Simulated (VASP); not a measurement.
Calculation: PBE GGA with D3 dispersion (Becke-Johnson damping), VASP's PBE PAW potentials (set 64) (plane waves; VASP).

Input for VASP

File KPOINTS:
```
kpoints
0
gamma
  8 8 8
```

File POSCAR:
```
Cs
1
   -3.0233569608     3.0233569608     3.0233569608
    3.0233569608    -3.0233569608     3.0233569608
    3.0233569608     3.0233569608    -3.0233569608
Cs
1
Direct
  0.0000000000   0.0000000000   0.0000000000
```

INCAR:
```
! general
SYSTEM  = Cs
PREC    = Accurate
ENCUT   = 520
LREAL   = .FALSE.
LASPH   = .TRUE.

! electronic loop
EDIFF   = 1E-6
NELM    = 100
ALGO    = Normal
LMAXMIX = 4

! smearing
ISMEAR  = 1
SIGMA   = 0.1

! functional
GGA     = PE
IVDW    = 12

! ions
IBRION  = 2
NSW     = 60
ISIF    = 3
EDIFFG  = -0.01

! output
LWAVE   = .FALSE.
LCHARG  = .FALSE.
```

POTCAR, in this order: Cs_sv (PBE.64 set). Program: vasp_std.

Unless said otherwise, spin-orbit coupling is left out, though it shifts the bands of the heavy elements here.

Problem. What does the run give for the energy per atom (σ→0), dispersion energy, band gap (on the k-mesh)?

Solution. 
```
Quantity                                                     Value
------------------------  ----------------------------------------
energy per atom (σ→0)                               -0.934 eV/atom
dispersion energy                                        -0.092 eV
band gap (on the k-mesh)  none (metal, semimetal or under 0.01 eV)
```

### OSZICAR
```
...
DAV:   4    -0.841225647694E+00   -0.65012E-01   -0.65012E-01   856   0.659E+00
DAV:   5    -0.841242822750E+00   -0.17175E-04   -0.17175E-04   608   0.819E-02    0.130E-01
DAV:   6    -0.841466674080E+00   -0.22385E-03   -0.15573E-03   824   0.230E-01    0.876E-02
DAV:   7    -0.842203144439E+00   -0.73647E-03   -0.34767E-03   568   0.358E-01    0.377E-02
DAV:   8    -0.842315485590E+00   -0.11234E-03   -0.13661E-04   640   0.945E-02    0.425E-03
DAV:   9    -0.842317060127E+00   -0.15745E-05   -0.32621E-06   808   0.114E-02    0.281E-03
DAV:  10    -0.842316369168E+00    0.69096E-06   -0.82321E-07   648   0.562E-03
   1 F= -.93473006E+00 E0= -.93374239E+00  d E =-.934730E+00
```

The compound is Cs in the bcc structure. It was relaxed first. The start is the result of an earlier pass.
